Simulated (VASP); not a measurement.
Consider the following.

```
CELL_PARAMETERS angstrom
      0.00000     2.99211     2.99211
      2.99211     0.00000     2.99211
      2.99211     2.99211     0.00000
ATOMIC_POSITIONS crystal
  Al 0.25000 0.25000 0.25000
  Al 0.75000 0.75000 0.75000
  Au 0.00000 0.00000 0.00000
```

Method: PBE GGA with D3 dispersion (zero damping), VASP's PBE PAW potentials (set 64) (plane waves; VASP). Run with 520 eV cut-off, Gaussian smearing of 0.050 eV, potentials Al Au.

### Question
Give the energies of bands 2 to 11 at the high-symmetry points, in eV from the Fermi level.

### Answer

| band | Γ | X | U | L | W |
|---|---|---|---|---|---|
| 2 | -6.62 | -7.11 | -6.80 | -6.46 | -7.05 |
| 3 | -6.62 | -6.23 | -6.60 | -6.37 | -6.34 |
| 4 | -6.62 | -5.79 | -5.91 | -6.37 | -6.25 |
| 5 | -5.65 | -5.79 | -5.58 | -5.53 | -5.79 |
| 6 | -5.65 | -5.34 | -5.55 | -5.53 | -5.20 |
| 7 | 2.33 | -5.02 | -4.61 | -5.45 | -4.01 |
| 8 | 2.99 | -2.10 | -3.38 | 0.39 | -4.01 |
| 9 | 2.99 | -2.10 | -1.35 | 0.39 | -2.17 |
| 10 | 2.99 | 1.34 | 1.90 | 3.34 | 4.19 |
| 11 | 3.98 | 2.13 | 4.43 | 3.69 | 4.19 |

It has no gap at this level: it comes out as a metal or semimetal.

The compound is AuAl2 in the fluorite structure. It was relaxed first. The electron count is odd and the run is not spin-polarised, which forces a metal.
